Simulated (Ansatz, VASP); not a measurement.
**WSe2: VASP beside Ansatz**

Wanted: the spread between two codes on one cell, functional and k mesh. The cell is taken from a series of runs on this material, whose earlier steps may have relaxed, scaled, displaced or heated it; both programs get it as it stands.

Program: Ansatz 0.2.0. Level of theory: plane waves, with VASP 6.6.1 beside it; single point at PBE, spin-orbit coupling. Results are calculated unless marked as measured.

## 1. The structure

It takes space group P6_3/mmc (No. 194, hexagonal). Conventional cell: a = 3.290 Å, b = 3.290 Å, c = 12.970 Å, α = 90.00°, β = 90.00°, γ = 120.00°. Nearest to W lie 6 Se at 2.53 Å. Se has 3 W at 2.53 Å nearest. Farther neighbours and most contacts between anions are not listed.

## 2. VASP: single point, PBE, spin-orbit coupling

A single point gives forces, pressure and levels at one fixed geometry, so differences don't come from the geometry; what else differs is listed under the comparison.

Lines of VASP's logs that name or quote its potential files are left out, and so is its time.

INCAR reads:

```
SYSTEM = WSe2
PREC = Accurate
ENCUT = 520
EDIFF = 1E-06
NELM = 200
ISMEAR = -1
SIGMA = 0.02
LREAL = .FALSE.
ALGO = Normal
GGA = PE
LNONCOLLINEAR = .TRUE.
MAGMOM = 0 0 0 0 0 0 0 0 0 0 0 0 0 0 0 0 0 0
NBANDS = 48
GGA_COMPAT = .FALSE.
LASPH = .TRUE.
LSORBIT = .TRUE.
LMAXMIX = 4
LORBIT = 11
LWAVE = .FALSE.
LCHARG = .FALSE.
ISIF = 2
EFERMI = MIDGAP
KPAR = 2
```

POSCAR reads:

```
WSe2
1.0
    3.2900000000      0.0000000000      0.0000000000
   -1.6450000000      2.8492235785      0.0000000000
    0.0000000000      0.0000000000     12.9700000000
W Se
2 4
Direct
    0.3333333333      0.6666666667      0.2500000000
    0.6666666667      0.3333333333      0.7500000000
    0.3333333333      0.6666666667      0.6210000000
    0.6666666667      0.3333333333      0.1210000000
    0.3333333333      0.6666666667      0.8790000000
    0.6666666667      0.3333333333      0.3790000000
```

KPOINTS reads:

```
Automatic mesh
0
Gamma
12 12 2
0 0 0
```

Potentials, in the order of the species: W and Se (PBE family, release 64).

The run is started by

```bash
$ mpirun -np 2 vasp_ncl
```

Numbers of over 12 decimals in the logs are rounded to 6 here.

What it wrote:

```text
[banner, memory and clock lines left out]
running    2 mpi-ranks, on    1 nodes
 distrk:  each k-point on    1 cores,    2 groups
 distr:  one band on    1 cores,    1 groups

 POSCAR found type information on POSCAR W Se
 POSCAR found :  2 types and       6 ions
 LDA part: xc-table for (Slater+PW92), standard interpolation
 POSCAR, INCAR and KPOINTS ok, starting setup
 FFT: planning ... GRIDC
 FFT: planning ... GRID_SOFT
 FFT: planning ... GRID
 WAVECAR not read
 entering main loop
       N       E                     dE             d eps       ncg     rms          rms(c)
DAV:   1     0.192616224953E+03    0.19262E+03   -0.15503E+04  3648   0.131E+03
DAV:   2    -0.269878236325E+02   -0.21960E+03   -0.20972E+03  4728   0.272E+02
DAV:   3    -0.450468599546E+02   -0.18059E+02   -0.17771E+02  4552   0.764E+01
DAV:   4    -0.456204324968E+02   -0.57357E+00   -0.56980E+00  5176   0.137E+01
DAV:   5    -0.456322791084E+02   -0.11847E-01   -0.11823E-01  4680   0.173E+00    0.314E+01
DAV:   6    -0.440812227394E+02    0.15511E+01   -0.75108E+00  5304   0.135E+01    0.126E+01
DAV:   7    -0.438185850104E+02    0.26264E+00   -0.36901E+00  4704   0.104E+01    0.794E+00
DAV:   8    -0.436638477525E+02    0.15474E+00   -0.44813E-01  4848   0.422E+00    0.101E+00
DAV:   9    -0.436595974153E+02    0.42503E-02   -0.67150E-02  4872   0.133E+00    0.495E-01
DAV:  10    -0.436589811510E+02    0.61626E-03   -0.65283E-03  4760   0.460E-01    0.262E-01
DAV:  11    -0.436588644689E+02    0.11668E-03   -0.14260E-03  4800   0.195E-01    0.141E-01
DAV:  12    -0.436588978152E+02   -0.33346E-04   -0.20293E-04  4576   0.765E-02    0.723E-02
DAV:  13    -0.436589166545E+02   -0.18839E-04   -0.21329E-05  4720   0.247E-02    0.410E-02
DAV:  14    -0.436589215840E+02   -0.49295E-05   -0.46948E-06  4240   0.118E-02    0.175E-02
DAV:  15    -0.436589225418E+02   -0.95777E-06   -0.41184E-06  4504   0.989E-03
   1 F= -.43658923E+02 E0= -.43658923E+02  d E =-.315611E-11  mag=    -0.0000    -0.0000     0.0000
```

OUTCAR, selected parts (step 2):

```text
ion  position               nearest neighbor table
   1  0.333  0.667  0.250-   4 2.53   6 2.53   4 2.53   6 2.53   4 2.53   6 2.53
   2  0.667  0.333  0.750-   3 2.53   5 2.53   3 2.53   5 2.53   3 2.53   5 2.53
   3  0.333  0.667  0.621-   2 2.53   2 2.53   2 2.53
   4  0.667  0.333  0.121-   1 2.53   1 2.53   1 2.53
   5  0.333  0.667  0.879-   2 2.53   2 2.53   2 2.53
   6  0.667  0.333  0.379-   1 2.53   1 2.53   1 2.53

  LATTYP: Found a hexagonal cell.
 ALAT       =     3.2900000000
 C/A-ratio  =     3.9422492401

 Subroutine GETGRP returns: Found 24 space group operations
 (whereof 12 operations were pure point group operations)

The static configuration has the point symmetry D_3d.
 The point group associated with its full space group is D_6h.

 Found     38 irreducible k-points:

   k-points           NKPTS =     38   k-points in BZ     NKDIM =     38   number of bands    NBANDS=     48

   dimension x,y,z NGX =    24 NGY =   24 NGZ =   96
   dimension x,y,z NGXF=    48 NGYF=   48 NGZF=  192

   ENCUT  =  520.0 eV  38.22 Ry    6.18 a.u.   6.12  6.12 24.12*2*pi/ulx,y,z

   NELECT =      36.0000    total number of electrons

 k-points in reciprocal lattice and weights: Automatic mesh
   0.00000000  0.00000000  0.00000000       0.003
   0.08333333  0.00000000  0.00000000       0.021
   0.16666667  0.00000000  0.00000000       0.021
   0.25000000  0.00000000  0.00000000       0.021
   0.33333333  0.00000000  0.00000000       0.021
   0.41666667  0.00000000  0.00000000       0.021
   0.50000000  0.00000000  0.00000000       0.010
   0.08333333  0.08333333  0.00000000       0.021
   0.16666667  0.08333333  0.00000000       0.042
[...]
0.33333333  0.25000000  0.50000000       0.042
   0.33333333  0.33333333  0.50000000       0.007

 average (electrostatic) potential at core
       1 -40.6757       2 -40.6757       3 -53.2588       4 -53.2588       5 -53.2588
       6 -53.2588

 E-fermi :   5.8134

 k-point     1 :       0.0000    0.0000    0.0000
  band No.  band energies     occupation
    ...
     32       4.2552      1.00000
     33       4.3063      1.00000
     34       4.3063      1.00000
     35       5.3589      1.00000
     36       5.3589      1.00000
     37       7.7806      0.00000
     38       7.7806      0.00000
     39       7.8365      0.00000
     40       7.8365      0.00000
     41       7.9924      0.00000
    ...

 k-point     2 :       0.0833    0.0000    0.0000
  band No.  band energies     occupation
    ...
     32       4.2695      1.00000
     33       4.4707      1.00000
     34       4.4707      1.00000
     35       5.1800      1.00000
     36       5.1800      1.00000
     37       7.6509      0.00000
     38       7.6509      0.00000
     39       7.7257      0.00000
     40       7.7257      0.00000
     41       7.7743      0.00000
    ...

 k-point     3 :       0.1667    0.0000    0.0000
  band No.  band energies     occupation
    ...
     32       4.2213      1.00000
     33       4.3073      1.00000
     34       4.3073      1.00000
     35       4.6747      1.00000
     36       4.6747      1.00000
     37       6.9588      0.00000
     38       6.9588      0.00000
     39       7.4274      0.00000
     40       7.4274      0.00000
     41       7.5619      0.00000
    ...

  Total        2.2618041      2.2618041      3.0425290      0.0000000     -0.0000000      0.0000000
  in kB       29.8059630     29.8059630     40.0943243      0.0000000     -0.0000000      0.0000000
  external PRESSURE =      33.2354168 kB  Pullay stress =       0.0000000 kB

  energy-cutoff  :      520.00
  volume of cell :      121.58
      direct lattice vectors                 reciprocal lattice vectors
     3.290000000  0.000000000  0.000000000     0.303951368  0.175486404  0.000000000
    -1.645000000  2.849223579  0.000000000     0.000000000  0.350972808  0.000000000
     0.000000000  0.000000000 12.970000000     0.000000000  0.000000000  0.077101002

 POSITION                                       TOTAL-FORCE (eV/Angst)
 -----------------------------------------------------------------------------------
     -0.00000      1.89948      3.24250         0.000000      0.000000      0.000000
      1.64500      0.94974      9.72750         0.000000      0.000000      0.000000
     -0.00000      1.89948      8.05437        -0.000000     -0.000000     -0.137010
      1.64500      0.94974      1.56937         0.000000      0.000000     -0.137010
     -0.00000      1.89948     11.40063        -0.000000     -0.000000      0.137010
      1.64500      0.94974      4.91563         0.000000      0.000000      0.137010
 -----------------------------------------------------------------------------------
    total drift:                               -0.000000      0.000000     -0.000000

  FREE ENERGIE OF THE ION-ELECTRON SYSTEM (eV)
  ---------------------------------------------------
  free  energy   TOTEN  =       -43.6589225418 eV

  energy  without entropy=      -43.6589225418  energy(sigma->0) =      -43.65892254

 Spin-Orbit-Coupling matrix elements
 Ion:    1  E_soc:     -0.3305406
 Ion:    2  E_soc:     -0.3305406
 Ion:    3  E_soc:     -0.0433909
 Ion:    4  E_soc:     -0.0433909
 Ion:    5  E_soc:     -0.0433909
 Ion:    6  E_soc:     -0.0433909

 total charge
# of ion       s       p       d       tot
------------------------------------------
    1        0.539   0.630   4.180   5.349
    2        0.539   0.630   4.180   5.349
    3        1.477   2.352   0.070   3.899
    4        1.477   2.352   0.070   3.899
    5        1.477   2.352   0.070   3.899
    6        1.477   2.352   0.070   3.899
--------------------------------------------------
tot          6.984  10.666   8.642  26.291

 magnetization (x)
# of ion       s       p       d       tot
------------------------------------------
    1       -0.000  -0.000  -0.000  -0.000
    2       -0.000  -0.000   0.000  -0.000
    3       -0.000  -0.000  -0.000  -0.000
    4        0.000   0.000   0.000   0.000
    5        0.000   0.000   0.000   0.000
    6       -0.000   0.000   0.000  -0.000
--------------------------------------------------
tot         -0.000  -0.000  -0.000  -0.000

 magnetization (y)
# of ion       s       p       d       tot
------------------------------------------
    1        0.000   0.000  -0.000  -0.000
    2        0.000   0.000   0.000   0.000
    3        0.000   0.000   0.000   0.000
    4        0.000   0.000  -0.000   0.000
    5        0.000   0.000  -0.000  -0.000
    6        0.000   0.000   0.000   0.000
--------------------------------------------------
tot          0.000   0.000  -0.000  -0.000

 magnetization (z)
# of ion       s       p       d       tot
------------------------------------------
    1        0.000   0.000   0.000   0.000
    2        0.000   0.000   0.000   0.000
    3        0.000   0.000   0.000   0.000
    4        0.000   0.000   0.000   0.000
    5        0.000   0.000   0.000   0.000
    6        0.000   0.000   0.000   0.000
--------------------------------------------------
tot          0.000   0.000   0.000   0.000

[... 3 further parts left out ...]
```

This run has no spin polarisation, so a moment on W, if there is one, isn't seen.

## 3. Ansatz: single point, PBE, spin-orbit coupling

Ansatz runs on its fully relativistic PAW (standard-fr) files.

The same cell, functional, mesh and smearing now go to Ansatz, which takes its cutoff from its data sets.

input.yaml reads:

```yaml
crystal:
  lattice:
    - [3.29, 0.0, 0.0]
    - [-1.645, 2.8492235785, 0.0]
    - [0.0, 0.0, 12.97]
  atoms:
    - { symbol: W, position: [0.3333333333, 0.6666666667, 0.25] }
    - { symbol: W, position: [0.6666666667, 0.3333333333, 0.75] }
    - { symbol: Se, position: [0.3333333333, 0.6666666667, 0.621] }
    - { symbol: Se, position: [0.6666666667, 0.3333333333, 0.121] }
    - { symbol: Se, position: [0.3333333333, 0.6666666667, 0.879] }
    - { symbol: Se, position: [0.6666666667, 0.3333333333, 0.379] }
kpoints:
  mp_grid: { grid: [12, 12, 2] }
  band_path:
    path:
      - [0.0, 0.0, 0.0]
      - [0.5, 0.0, 0.0]
      - [0.33333333, 0.33333333, 0.0]
      - [0.0, 0.0, 0.5]
      - [0.5, 0.0, 0.5]
      - [0.33333333, 0.33333333, 0.5]
      - [0.1666666667, 0.1666666667, 0.0]
    npoints: 1
hamiltonian:
  xc: pbe
scf:
  occupations: { method: fermi_dirac, width: 0.02 }
  n_extra_bands: 12
magnetization:
  noncollinear: true
  spin_orbit: true
output:
  eigenvalues: true
```

The run is started by

```bash
$ ansatz run input.yaml --threads 4 --pin off --max-ram 138240MiB --backend cuda --devices 1 --max-vram 26GiB --events-out ev --progress --plain --runs-dir out
```

What it wrote:

```text
scf.n_extra_bands = 12 over 92 filled bands (N_el = 92.0): the run solves 104 bands
GPUs: using 1 of 1 available (devices: 1).
Engine: ansatz 0.2.0, x86_64-unknown-linux-gnu
Pseudopotentials: kind: paw_fr
Pseudopotential: W, paw_fr, valence charge 14, recommended cutoff 420 eV (normal), W.paw.azcp#standard-fr
Pseudopotential: Se, paw_fr, valence charge 16, recommended cutoff 420 eV (normal), Se.paw.azcp#standard-fr
Functional definition: PBE
  parameter kappa = 0.804
  parameter beta = 0.066725
  exchange = pbe_x(kappa = kappa, mu = beta*pi^2/3)
  correlation = pbe_c(beta = beta)
non-collinear run that drives no moment, with spin-orbit: no starting moment large enough to seed its density (crystal.atoms[].spin), no starting occupations that ask for one, no magnetisation constraint and no magnetic field, so the semilocal B_xc is pinned to zero
device memory: the entry about to start is reckoned to put 8.2 GiB on a device that reports 53.5 GiB free (of which the cap on the GPU budget leaves the run 26.0 GiB)
GPU FFT provider: cuFFT
GPU libraries: cuBLAS 13.8.2, cuFFT 12.4.0, cuSOLVER 12.3.4
Crystal: 6 atoms, lattice volume = 121.580 Å³
Basis set: ecut = 420 eV, 2419 PW (Γ)
Bands: 104, of which v1, the nominal top of the filled ones, is band 92 counted from 1 (91 counted from 0)
Symmetry: 24 space group operations + 24 with time reversal
Magnetic group: BNS 194.264 (UNI 1494), of the structure as read, at distance tolerance 5.0e-5 Å
k-points: 38 of 288
Projection manifold: j_resolved (fully-relativistic pseudo-atomic orbitals)
Non-local potential: W, projectors of the file, l = 0: 3, l = 1: 4, l = 2: 4, l = 3: 2
Non-local potential: Se, projectors of the file, l = 0: 2, l = 1: 4, l = 2: 6, l = 3: 2
PAW form: soft (Blöchl's): semilocal exchange-correlation on the pseudo side does not see the compensation charge
PAW one-centre angular grid: W, 590 points (default); XC on 64 Gauss nodes
PAW one-centre angular grid: Se, 590 points (default); XC on 96 Gauss nodes
Initial density: superposition of atomic densities (chi_scale 0.1, normalization cell, long waves kept (reshape's long-wave potential 0.04 eV rms))
Initial wavefunctions: pseudopotential atomic-orbital guess
GPU buffer pool allocated for 51840 grid points (all kernels)
GPU transforms: local potential and band sums: pruned to the plane-wave sphere, on 24×24×90
Functional: x = pbe(κ = 0.804, μ = 0.219515), c = pbe(β = 0.066725)
SCF iter   1: F=—  HF=-42700.051709 eV  |F-HF|=—  |Δ(HF+E_count)|=         —  Δρ=3.57e-2  dr2=5.60e0  dr2_m=0.00e0 (ungated)  ethr=3.10e-3  |M|=0.00e0 ∫|m|=0.00e0 μB  |m|>n=0.0e0 m-floor=0.0e0 τ_xc=0.0e0  β_m=0.30  ⟨swp⟩=5.8  Hψ=9098  notcnv=0
preconditioner: auto → Resta (q_TF=auto, 2.604 Å⁻¹)  ε∞=7.5  [insulator: Δε(μ)=0.779 eV  Ē_g=7.917 eV  σ=0.020 eV  W_gap=1.00  n_scr=40 (ndim 8)  ℏωp=20.2 eV  f_vac=0.021  D(μ)=0.00/eV (n_scr^D=0)  ε∞_Penn≈7.5]
spin=Noncollinear: Resta preconditioning applied to the charge; magnetization (m_x, m_y, m_z) channels mix plain (no charge-response kernel on spin).
SCF iter   2: F=—  HF=-42699.513605 eV  |F-HF|=—  |Δ(HF+E_count)|=   5.38e-1  Δρ=2.56e-2  dr2=2.16e0  dr2_m=0.00e0 (ungated)  ethr=3.10e-3  |M|=0.00e0 ∫|m|=0.00e0 μB  |m|>n=0.0e0 m-floor=0.0e0 τ_xc=0.0e0  β_m=0.54  ⟨swp⟩=1.9  Hψ=2464  notcnv=0  defer=198
SCF iter   3: F=—  HF=-42699.103941 eV  |F-HF|=—  |Δ(HF+E_count)|=   4.10e-1  Δρ=8.78e-3  dr2=2.31e-1  dr2_m=0.00e0 (ungated)  ethr=2.35e-3  |M|=0.00e0 ∫|m|=0.00e0 μB  |m|>n=0.0e0 m-floor=0.0e0 τ_xc=0.0e0  β_m=0.61  ⟨swp⟩=2.0  Hψ=2533  notcnv=0  defer=198
SCF iter   4: F=—  HF=-42699.063393 eV  |F-HF|=—  |Δ(HF+E_count)|=   4.05e-2  Δρ=2.69e-3  dr2=1.25e-2  dr2_m=0.00e0 (ungated)  ethr=2.51e-4  |M|=0.00e0 ∫|m|=0.00e0 μB  |m|>n=0.0e0 m-floor=0.0e0 τ_xc=0.0e0  β_m=0.72  ⟨swp⟩=2.2  Hψ=2619  notcnv=0  defer=198
SCF iter   5: F=—  HF=-42699.065304 eV  |F-HF|=—  |Δ(HF+E_count)|=   1.91e-3  Δρ=1.04e-3  dr2=2.20e-3  dr2_m=0.00e0 (ungated)  ethr=1.36e-5  |M|=0.00e0 ∫|m|=0.00e0 μB  |m|>n=0.0e0 m-floor=0.0e0 τ_xc=0.0e0  β_m=0.74  ⟨swp⟩=2.1  Hψ=3859  notcnv=0  defer=206
SCF iter   6: F=—  HF=-42699.066268 eV  |F-HF|=—  |Δ(HF+E_count)|=   9.64e-4  Δρ=4.13e-4  dr2=2.57e-4  dr2_m=0.00e0 (ungated)  ethr=2.39e-6  |M|=0.00e0 ∫|m|=0.00e0 μB  |m|>n=0.0e0 m-floor=0.0e0 τ_xc=0.0e0  β_m=0.87  ⟨swp⟩=2.0  Hψ=3627  notcnv=0  defer=206
SCF iter   7: F=—  HF=-42699.066657 eV  |F-HF|=—  |Δ(HF+E_count)|=   3.88e-4  Δρ=8.44e-5  dr2=1.02e-5  dr2_m=0.00e0 (ungated)  ethr=2.80e-7  |M|=0.00e0 ∫|m|=0.00e0 μB  |m|>n=0.0e0 m-floor=0.0e0 τ_xc=0.0e0  β_m=0.94  ⟨swp⟩=2.1  Hψ=2572  notcnv=0  defer=206
SCF iter   8: F=—  HF=-42699.066688 eV  |F-HF|=—  |Δ(HF+E_count)|=   3.09e-5  Δρ=2.84e-5  dr2=9.47e-7  dr2_m=0.00e0 (ungated)  ethr=1.11e-8  |M|=0.00e0 ∫|m|=0.00e0 μB  |m|>n=0.0e0 m-floor=0.0e0 τ_xc=0.0e0  β_m=0.97  ⟨swp⟩=2.1  Hψ=2573  notcnv=0  defer=206
SCF iter   9: F=-42699.066690 eV  HF=-42699.066690 eV  |F-HF|=3.84e-8  |Δ(HF+E_count)|=   2.91e-6  Δρ=5.16e-6  dr2=2.85e-8  dr2_m=0.00e0 (ungated)  ethr=1.09e-10  |M|=0.00e0 ∫|m|=0.00e0 μB  |m|>n=0.0e0 m-floor=0.0e0 τ_xc=0.0e0  ⟨swp⟩=8.2  Hψ=7580  notcnv=0
SCF 1 converged in 9 iterations: F = -42699.066690 eV  dr2 = 2.85e-8
  greatest PAW one-centre occupation: 1.000 electrons in one spin orbital (limit 2), on the W atom at site 1 (counted from 0), in its partial waves of l = 0
device memory: the entry about to start is reckoned to put 5.4 GiB on a device that reports 53.5 GiB free (of which the cap on the GPU budget leaves the run 26.0 GiB)
NSCF: frozen V_eff on 7 k-points
SCF converged after 9 iterations
Magnetization: |M| = 0.0000 μB,  M = (+0.0000, +0.0000, +0.0000) μB
Absolute magnetization: 0.0000 μB (∫|m|)
  site 0: m = (+0.0000, +0.0000, +0.0000) μB, |m| = 0.0000 μB  (R = 1.04 Å)
  site 1: m = (+0.0000, +0.0000, +0.0000) μB, |m| = 0.0000 μB  (R = 1.04 Å)
  site 2: m = (+0.0000, +0.0000, +0.0000) μB, |m| = 0.0000 μB  (R = 1.04 Å)
  site 3: m = (+0.0000, +0.0000, +0.0000) μB, |m| = 0.0000 μB  (R = 1.04 Å)
  site 4: m = (+0.0000, +0.0000, +0.0000) μB, |m| = 0.0000 μB  (R = 1.04 Å)
  site 5: m = (+0.0000, +0.0000, +0.0000) μB, |m| = 0.0000 μB  (R = 1.04 Å)
Free energy (F): -42699.066690 eV
Harris-Foulkes:  -42699.066690 eV  (|F-HF|=3.84e-8)
Internal energy: -42699.066690 eV  (E = F + TS)
E sigma→0 (E₀):  -42699.066690 eV
Fermi energy:    13.457944 eV
--- Per-component energies (eV) ---
  E_band       = -1688.538041
  E_kinetic    = 1379.932410
  E_local      = -11425.514304  (includes V_loc(G=0)·N_el)
  E_nonlocal   = -2388.381679
  E_hartree    = 5496.713030
  E_xc         = -952.877739
  E_vxc        = -873.935979  (∫ρ·V_xc dr)
  E_paw        = -24814.090470  (= ΣΔE_a)
  E_vpaw       = 625.933010  (= ΣTr[D̂ρ^β])
  E_aug_tail   = -0.002481  (compensation charges beyond the density's cutoff)
  E_ewald      = -9994.845457
  E_smearing   = -0.000000  (= −TS)
  E_closure    = -0.000000  (closes the sum)
  Σ components = -42699.066690   (vs F -42699.066690, Δ=0.00e0)
--- Band table (eV; the first three rows and the last of 38) ---
  k-point 0: bands = [... 88 lower, 11.9672, 11.9672, 13.0235, 13.0235, 15.4283, 15.4283, 15.4820, 15.4820, ... 8 higher]
  k-point 1: bands = [... 88 lower, 12.7978, 12.7978, 12.7978, 12.7978, 15.4462, 15.4462, 15.4462, 15.4462, ... 8 higher]
  k-point 2: bands = [... 88 lower, 12.1066, 12.1066, 12.8431, 12.8431, 15.3003, 15.3003, 15.3779, 15.3779, ... 8 higher]
  k-point 37: bands = [... 88 lower, 12.4064, 12.4064, 12.8564, 12.8564, 14.2406, 14.2406, 14.2808, 14.2808, ... 8 higher]
```

## 4. Side by side

Known differences besides the potentials themselves: spin-orbit coupling enters by fully relativistic files in Ansatz and inside the spheres in VASP; the data sets hold 92 valence electrons in Ansatz (on its fully relativistic PAW (standard-fr) files) and 36 in VASP; the cutoff is 420 eV in Ansatz and 520 eV in VASP. Total energies have different zeros and are not compared.

Compared:

```csv
quantity,Ansatz,VASP,difference
gap on the k mesh (eV),0.905,0.909,-0.004
```

A gap on the mesh is an upper bound, since the band edges may lie between its points.

## 5. Outcome

```yaml
difference_in_gap_on_the_k_mesh_single_point_pbe_spin_orbit_coupling: -0.0043 eV
```

In words: The difference in gap on the k mesh is -0.0043 eV (single point, PBE, spin-orbit coupling), within the 0.08 eV picked in this series as the mark of a large difference. The data sets hold unlike numbers of valence electrons (92 in Ansatz and 36 in VASP), so part of the differences comes from the potentials. Such differences can come from data sets, numerical settings and the points named under the comparisons, not from the functional's error against experiment.

[Lines on the potential files, build, host, timing and source positions are cut from VASP's logs without a mark.]

[Logs are printed without paths, hosts, clocks, repeated set-up lines and the standing remarks that a program may print on its own settings, such as how far it seeks lower states.]

[Hosts, paths, dates, database ids (printed as entryN), source tags and the programs' standing remarks are cut or masked in the printed files.]
